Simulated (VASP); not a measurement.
```
ZnH2O2
1.0
    3.14186     0.00000     0.00000
   -1.57093     2.72093     0.00000
    0.00000     0.00000     4.36433
Zn H O
1 2 2
Cartesian
  0.00000   0.00000   4.36433
  1.57093   0.90698   2.35400
  0.00000   1.81395   2.01033
  1.57093   0.90698   3.33872
  0.00000   1.81395   1.02561
```

Method: LDA (Ceperley-Alder, Perdew-Zunger), VASP's LDA PAW potentials (set 64) (plane waves; VASP). Run with 520 eV cut-off, Gaussian smearing of 0.050 eV, potentials Zn H O.

Give the energies of bands 3 to 15 at the high-symmetry points, in eV from the valence-band maximum.

| band | Γ | M | K | A | L | H |
|---|---|---|---|---|---|---|
| 3 | -8.64 | -6.59 | -6.46 | -7.32 | -7.50 | -7.00 |
| 4 | -5.22 | -6.42 | -6.46 | -5.83 | -6.93 | -7.00 |
| 5 | -5.22 | -5.90 | -5.23 | -5.18 | -5.00 | -4.88 |
| 6 | -4.06 | -4.87 | -5.08 | -5.18 | -4.97 | -4.88 |
| 7 | -4.06 | -4.08 | -5.08 | -4.07 | -4.06 | -4.45 |
| 8 | -4.05 | -3.87 | -3.97 | -4.07 | -3.87 | -3.95 |
| 9 | -3.80 | -3.57 | -3.42 | -3.80 | -3.53 | -3.62 |
| 10 | -1.25 | -3.47 | -3.42 | -1.53 | -3.09 | -3.62 |
| 11 | -1.25 | -2.90 | -2.29 | -1.53 | -2.36 | -3.44 |
| 12 | -0.36 | -2.34 | -1.86 | -0.07 | -1.82 | -0.88 |
| 13 | -0.36 | 0.00 | -1.86 | -0.07 | -0.56 | -0.88 |
| 14 | 2.54 | 7.20 | 8.19 | 5.00 | 6.55 | 8.45 |
| 15 | 6.18 | 7.51 | 8.76 | 5.89 | 7.61 | 8.84 |

The gap is indirect, 2.53 eV, from the valence maximum at M to the conduction minimum at Γ.

The structure comes from a computed database's ZnH2O2 entry (P-3m1); how it stands against other phases isn't given here. It was relaxed first, which changed the volume by -9 %.
